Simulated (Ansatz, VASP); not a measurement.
# Cross-check of LiF (Griceite) between VASP and Ansatz, part 2 of 2

Aim: how closely do two programs agree when they are given the same cell, functional and k mesh? The cell is taken from a series of runs on this material, whose earlier steps may have relaxed, scaled, displaced or heated it; both programs get it as it stands.

VASP 6.6.1 and Ansatz 0.2.0.

So far: The structure; VASP: zone-centre phonons, PBE.

**3. Ansatz: zone-centre phonons, PBE**

Level of this step: Ansatz beside VASP: Kohn-Sham DFT, plane waves, PBE (Ansatz).

Ansatz runs on its PAW soft_1 files.

The same cell, functional and mesh now go to Ansatz, which takes its cutoff from its data sets.

input.yaml reads:

```yaml
crystal:
  lattice:
    - [0.0, 2.0470767856, 2.0470767856]
    - [2.0470767856, 0.0, 2.0470767856]
    - [2.0470767856, 2.0470767856, 0.0]
  atoms:
    - { symbol: Li, position: [0.0, 0.0, 0.0] }
    - { symbol: F, position: [0.5, 0.5, 0.5] }
kpoints:
  mp_grid: { grid: [12, 12, 12] }
hamiltonian:
  xc: pbe
  pseudopotentials: { kind: paw, azcp: { folder: soft_1 } }
scf:
  occupations: { method: fixed }
output:
  eigenvalues: true
phonons:
  method: dfpt
  dielectric: true
  rigid_motions: translations
```

Command:

```sh
$ ansatz run input.yaml --threads 4 --pin off --max-ram 10240MiB --backend cpu --events-out ev --progress --plain --runs-dir out
```

Numbers of over 12 decimals in the logs are rounded to 6 here.

The program printed:

```text
Engine: ansatz 0.2.0, x86_64-unknown-linux-gnu
Pseudopotentials: kind: paw
Pseudopotential: Li, paw, valence charge 3, recommended cutoff 420 eV (normal), soft_1/Li.paw.azcp
Pseudopotential: F, paw, valence charge 7, recommended cutoff 420 eV (normal), soft_1/F.paw.azcp
Functional definition: PBE
  parameter kappa = 0.804
  parameter beta = 0.066725
  exchange = pbe_x(kappa = kappa, mu = beta*pi^2/3)
  correlation = pbe_c(beta = beta)
Crystal: 2 atoms, lattice volume = 17.157 Å³
Basis set: ecut = 420 eV, 331 PW (Γ), exchange–correlation on 40×40×40 points (8 copies of the dense FFT grid, shifted against one another)
Bands: 9, of which v1, the nominal top of the filled ones, is band 5 counted from 1 (4 counted from 0)
Symmetry: 48 space group operations
k-points: 163 of 1728 (irreducible under 8 space group operations, time reversal used)
Non-local potential: Li, projectors of the file, l = 0: 3, l = 1: 2, l = 2: 1
Non-local potential: F, projectors of the file, l = 0: 2, l = 1: 2, l = 2: 1
PAW form: soft (Blöchl's): semilocal exchange-correlation on the pseudo side does not see the compensation charge
PAW one-centre angular grid: Li, 110 points (default); XC on 96 Gauss nodes
PAW one-centre angular grid: F, 110 points (default); XC on 64 Gauss nodes
Initial density: superposition of atomic densities (chi_scale 0.1, normalization cell, long waves kept (reshape's long-wave potential 0.00 eV rms))
Initial wavefunctions: pseudopotential atomic-orbital guess
Functional: x = pbe(κ = 0.804, μ = 0.219515), c = pbe(β = 0.066725)
SCF iter   1: F=—  HF=-1016.027190 eV  |F-HF|=—  |Δ(HF+E_count)|=         —  Δρ=5.83e-2  dr2=3.11e-1  ethr=3.10e-3  ⟨swp⟩=4.0  Hψ=8116  notcnv=0  defer=295
preconditioner: auto → none  [insulator: Δε(μ)=7.806 eV  Ē_g=21.320 eV  n_scr=0 (ndim 8)  ℏωp=25.4 eV  f_vac=0.000  ε∞_Penn≈2.4]
SCF iter   2: F=—  HF=-1016.140428 eV  |F-HF|=—  |Δ(HF+E_count)|=   1.13e-1  Δρ=3.09e-2  dr2=8.20e-2  ethr=3.10e-3  ⟨swp⟩=2.0  Hψ=3136  notcnv=0  defer=287
SCF iter   3: F=—  HF=-1016.176426 eV  |F-HF|=—  |Δ(HF+E_count)|=   3.60e-2  Δρ=1.58e-2  dr2=2.12e-2  ethr=8.20e-4  ⟨swp⟩=2.0  Hψ=2410  notcnv=0  defer=318
SCF iter   4: F=—  HF=-1016.174729 eV  |F-HF|=—  |Δ(HF+E_count)|=   1.70e-3  Δρ=1.14e-3  dr2=1.56e-4  ethr=2.12e-4  ⟨swp⟩=2.7  Hψ=2315  notcnv=0  defer=322
SCF iter   5: F=—  HF=-1016.174889 eV  |F-HF|=—  |Δ(HF+E_count)|=   1.60e-4  Δρ=1.12e-4  dr2=9.50e-7  ethr=1.56e-6  ⟨swp⟩=2.6  Hψ=2504  notcnv=0  defer=322
SCF iter   6: F=—  HF=-1016.174888 eV  |F-HF|=—  |Δ(HF+E_count)|=   9.13e-7  Δρ=1.74e-5  dr2=2.23e-8  ethr=9.50e-9  ⟨swp⟩=2.8  Hψ=2210  notcnv=0
SCF iter   7: F=—  HF=-1016.174888 eV  |F-HF|=—  |Δ(HF+E_count)|=   2.59e-8  Δρ=2.26e-6  dr2=2.88e-10  ethr=2.23e-10  ⟨swp⟩=2.2  Hψ=2112  notcnv=0
SCF iter   8: F=-1016.174888 eV  HF=-1016.174888 eV  |F-HF|=2.27e-13  |Δ(HF+E_count)|=  7.27e-10  Δρ=2.19e-8  dr2=2.57e-14  ethr=1.00e-12  ⟨swp⟩=6.6  Hψ=7360  notcnv=0
SCF 1 converged in 8 iterations: F = -1016.174888 eV  dr2 = 2.57e-14
  greatest PAW one-centre occupation: 1.000 electrons in one spin orbital (limit 2), on the Li atom at site 0 (counted from 0), in its partial waves of l = 0
NSCF: frozen V_eff on 1 k-points
DFPT response loops at Γ: preconditioner auto → none (the input reference at scf.mixing.eps_inf says where Resta's filter doesn't serve); β = 0.50; Broyden in place of MSR1
SCF converged after 8 iterations
Free energy (F): -1016.174888 eV
Harris-Foulkes:  -1016.174888 eV  (|F-HF|=2.27e-13)
Internal energy: -1016.174888 eV  (E = F + TS)
E sigma→0 (E₀):  -1016.174888 eV
Fermi energy:    0.582007 eV
--- Per-component energies (eV) ---
  E_band       = -121.480909
  E_kinetic    = 215.627335
  E_local      = -667.587724  (includes V_loc(G=0)·N_el)
  E_nonlocal   = 67.574821
  E_hartree    = 232.630273
  E_xc         = -87.075920
  E_vxc        = -111.748121  (∫ρ·V_xc dr)
  E_paw        = -229.217143  (= ΣΔE_a)
  E_vpaw       = -90.608790  (= ΣTr[D̂ρ^β])
  E_aug_tail   = 0.001024  (compensation charges beyond the density's cutoff)
  E_ewald      = -548.127552
  E_smearing   = -0.000000  (= −TS)
  E_closure    = 0.000000  (closes the sum)
  Σ components = -1016.174888   (vs F -1016.174888, Δ=0.00e0)
--- Band table (eV; the first three rows and the last of 163) ---
  k-point 0: bands = ["-40.4277", "-19.2530", "0.5818", "0.5818", "0.5818", "9.2553", "23.9017", "23.9017", "23.9017"]
  k-point 1: bands = ["-40.4246", "-19.2281", "0.3885", "0.5670", "0.5670", "9.4635", "21.8702", "22.9879", "22.9879"]
  k-point 2: bands = ["-40.4160", "-19.1591", "-0.1032", "0.5272", "0.5272", "9.9784", "19.6992", "21.7852", "21.7852"]
  k-point 162: bands = ["-40.3675", "-18.6492", "-1.3423", "-1.3423", "-0.1656", "15.2624", "15.2624", "17.5679", "19.2117"]
--- Phonons (Γ-DFPT): 2 representative perturbations + reference, on 163 of 1728 k-points (Σ response iterations 7) ---
  k mesh reduced under 8 symmetry operations, with k and −k counted as one. Each operation leaves every solved perturbation unchanged. A smaller set is not considered because the run solves the response to a homogeneous field
  ASR residual: 2.733e-5 → 0.000e0 eV/Å²; symmetrization residual: 6.099e-8 eV/Å²
  ASR residual per site (eV/Å²): 2.73e-5 9.72e-6
  Γ frequencies (cm⁻¹): 0.00 0.00 0.00 248.82 248.82 248.82
  ε∞ (high-frequency dielectric tensor):
        2.042481    -0.000000    -0.000000
       -0.000000     2.042481    -0.000000
        0.000000     0.000000     2.042481
  ε⁰ (static dielectric tensor: ions relaxed, cell fixed):
       12.202507     0.000000    -0.000000
        0.000000    12.202507    -0.000000
       -0.000000    -0.000000    12.202507
  ε⁰ − ε∞ (ionic part):
       10.160026     0.000000    -0.000000
        0.000000    10.160026    -0.000000
       -0.000000    -0.000000    10.160026
  softest optical mode at Γ: 248.82 cm⁻¹; the repairs (sum rule, projections) moved no ω² at Γ by more than (1.04 cm⁻¹)²
  Born effective charges Z* (e; rows j = field, columns β = displacement):
    site 0:
         1.05584    0.00000    0.00000
        -0.00000    1.05584    0.00000
         0.00000   -0.00000    1.05584
    site 1:
        -1.05584   -0.00000    0.00000
         0.00000   -1.05584   -0.00000
         0.00000    0.00000   -1.05584
  Z* charge neutrality: 1.992e-5 e pre-enforcement
  k-mesh period / interband length: 34.7 Å / 0.76 Å = 45.53 at k = (0.0000, 0.0000, -0.5000), direct gap 10.753 eV — 14 or more, which is no proof of convergence
  optical modes at Γ without the LO–TO term, one row a degenerate level:
      ω (cm⁻¹)  modes    IR ((D/Å)²/amu)
        248.82      3            15.1790
  optical modes at Γ + LO–TO along q̂ = [1.0000, 0.0000, 0.0000]:
      ω (cm⁻¹)  modes    IR ((D/Å)²/amu)
        248.82      2            10.1194
        608.17      1             5.0597
  optical modes at Γ + LO–TO along q̂ = [0.0000, 1.0000, 0.0000]:
      ω (cm⁻¹)  modes    IR ((D/Å)²/amu)
        248.82      2            10.1194
        608.17      1             5.0597
  optical modes at Γ + LO–TO along q̂ = [0.0000, 0.0000, 1.0000]:
      ω (cm⁻¹)  modes    IR ((D/Å)²/amu)
        248.82      2            10.1194
        608.17      1             5.0597
```

The column dr2 measures how far the density is from self-consistency, as an energy; F and HF (Harris–Foulkes) agree once it is small.

**4. Differences**

Known differences besides the potentials themselves: fixed occupations in Ansatz, narrow Gaussian smearing in VASP; the cutoff is 420 eV in Ansatz and 750 eV in VASP. Total energies have different zeros and are not compared.

Both answers:

| quantity | Ansatz | VASP | difference |
| --- | --- | --- | --- |
| ε∞ xx | 2.04 | 2.04 | -0.02 % |
| ε∞ yy | 2.04 | 2.04 | -0.02 % |
| ε∞ zz | 2.04 | 2.04 | -0.02 % |
| Born charge of Li1 (mean of the diagonal) (e) | 1.06 | 1.06 | 0.00 |
| Born charge of F2 (mean of the diagonal) (e) | -1.06 | -1.06 | 0.00 |
| optical mode 1 to 3 (cm⁻¹) | 248.8 | 250.1 | -0.52 % |

Modes are paired by rising frequency, not by their patterns, so a pair may set unlike modes beside each other; they are those without the splitting of longitudinal modes.

**5. What came out**

```yaml
r_m_s_difference_of_the_optical_zone_centre_modes_each_program_s_sorted_by_frequency_zone_centre_phonons_pbe: 1.3 cm⁻¹
difference_in_optical_mode_1_to_3_zone_centre_phonons_pbe: -0.5 %
```

What this shows: The r.m.s. difference of the optical zone-centre modes, each program's sorted by frequency is 1.3 cm⁻¹ (zone-centre phonons, PBE). Among the rows given in per cent, the largest difference of the zone-centre phonons, PBE pair is in optical mode 1 to 3, -0.5 %. How closely two codes agree says nothing of how well the functional describes the real material.

[Lines on the potential files, build, host, timing and source positions are cut from VASP's logs without a mark.]

[Logs are printed without paths, hosts, clocks, repeated set-up lines and the standing remarks that a program may print on its own settings, such as how far it seeks lower states.]

[Hosts, paths, dates, database ids (printed as entryN), source tags and the programs' standing remarks are cut or masked in the printed files.]
